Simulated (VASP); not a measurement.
Output of a VASP run:

OSZICAR:
```
       N       E                     dE             d eps       ncg     rms          rms(c)
DAV:   1     0.250105351458E+03    0.25011E+03   -0.21163E+04   460   0.160E+03
DAV:   2    -0.295652258787E+02   -0.27967E+03   -0.27543E+03   621   0.358E+02
DAV:   3    -0.424522449699E+02   -0.12887E+02   -0.12871E+02   597   0.759E+01
DAV:   4    -0.426733362382E+02   -0.22109E+00   -0.22098E+00   661   0.922E+00
DAV:   5    -0.426813467800E+02   -0.80105E-02   -0.80103E-02   629   0.889E-01    0.539E+01
DAV:   6    -0.350509850662E+02    0.76304E+01   -0.48475E+01   544   0.396E+01    0.500E+01
DAV:   7    -0.349341194696E+02    0.11687E+00   -0.27681E+00   632   0.106E+01    0.336E+01
DAV:   8    -0.349090149200E+02    0.25105E-01   -0.53956E-01   609   0.600E+00    0.620E+00
DAV:   9    -0.348849459707E+02    0.24069E-01   -0.14587E-01   565   0.233E+00    0.140E+00
DAV:  10    -0.348849179063E+02    0.28064E-04   -0.11874E-02   586   0.730E-01    0.697E-01
DAV:  11    -0.348846765475E+02    0.24136E-03   -0.11285E-03   586   0.223E-01    0.205E-01
DAV:  12    -0.348847019761E+02   -0.25429E-04   -0.89418E-05   632   0.683E-02    0.162E-01
DAV:  13    -0.348847057606E+02   -0.37846E-05   -0.19473E-05   602   0.283E-02    0.201E-02
DAV:  14    -0.348847059011E+02   -0.14048E-06   -0.73103E-07   617   0.596E-03    0.725E-03
DAV:  15    -0.348847059417E+02   -0.40602E-07   -0.20687E-07   538   0.366E-03
   1 F= -.34884706E+02 E0= -.34884706E+02  d E =-.393586E-17
```

### OUTCAR
```
------------------------ aborting loop because EDIFF is reached ----------------------------------------
  FORCE on cell =-STRESS in cart. coord.  units (eV):
  Direction    XX          YY          ZZ          XY          YZ          ZX
  --------------------------------------------------------------------------------------
  Total       -2.1785816     -2.1785816     -2.1785816      0.0000000     -0.0000000      0.0000000
  in kB      -46.1119809    -46.1119809    -46.1119809      0.0000000     -0.0000000      0.0000000
  external PRESSURE =     -46.1119809 kB  Pullay stress =       0.0000000 kB
  volume of cell :       75.70
      direct lattice vectors                 reciprocal lattice vectors
     4.230160842  0.000000000  0.000000000     0.236397631  0.000000000  0.000000000
     0.000000000  4.230160842  0.000000000     0.000000000  0.236397631  0.000000000
     0.000000000  0.000000000  4.230160842     0.000000000  0.000000000  0.236397631
 POSITION                                       TOTAL-FORCE (eV/Angst)
 -----------------------------------------------------------------------------------
      0.00000      0.00000      0.00000         0.000000      0.000000      0.000000
      2.11508      2.11508      2.11508         0.000000      0.000000      0.000000
      2.11508      0.00000      2.11508         0.000000      0.000000      0.000000
      0.00000      2.11508      2.11508         0.000000      0.000000      0.000000
      2.11508      2.11508      0.00000         0.000000      0.000000      0.000000
 -----------------------------------------------------------------------------------
    total drift:                                0.000000     -0.000000     -0.000000
  FREE ENERGIE OF THE ION-ELECTRON SYSTEM (eV)
  ---------------------------------------------------
  free  energy   TOTEN  =       -34.8847059417 eV

  energy  without entropy=      -34.8847059417  energy(sigma->0) =      -34.88470594
```
(Selected blocks of OUTCAR.)

**POSCAR**
```
BaHfO3
1
    4.2301608423     0.0000000000     0.0000000000
    0.0000000000     4.2301608423     0.0000000000
    0.0000000000     0.0000000000     4.2301608423
Ba Hf O
1 1 3
Direct
  0.0000000000   0.0000000000   0.0000000000
  0.5000000000   0.5000000000   0.5000000000
  0.5000000000   0.0000000000   0.5000000000
  0.0000000000   0.5000000000   0.5000000000
  0.5000000000   0.5000000000   0.0000000000
```

Write an INCAR and KPOINTS that could have produced this output.

One answer among several that fit: the input of the run itself, optB88-vdW, plane waves, VASP's PBE PAW potentials (set 64).

**KPOINTS**
```
kpoints
0
Gamma
  5 5 5
0 0 0
```

INCAR:
```
! general
SYSTEM    =  BaHfO3
PREC      =  Accurate
ENCUT     =  520
LREAL     =  F
LASPH     =  T

! electronic loop
EDIFF     =  1E-7
NELM      =  100
ALGO      =  Normal
LMAXMIX   =  6

! smearing
ISMEAR    =  0
SIGMA     =  0.05

! functional
GGA       =  BO
LUSE_VDW  =  T
AGGAC     =  0.0
PARAM1    =  0.1833333333
PARAM2    =  0.22

! ions
ISIF      =  2

! output
LWAVE     =  F
LCHARG    =  F
```

POTCAR, in this order: Ba_sv Hf_pv O (PBE.64 set). Program: vasp_std.

The compound is BaHfO3 in the cubic perovskite structure. This cell is one point of a volume scan, at 1.03 of the reference volume.
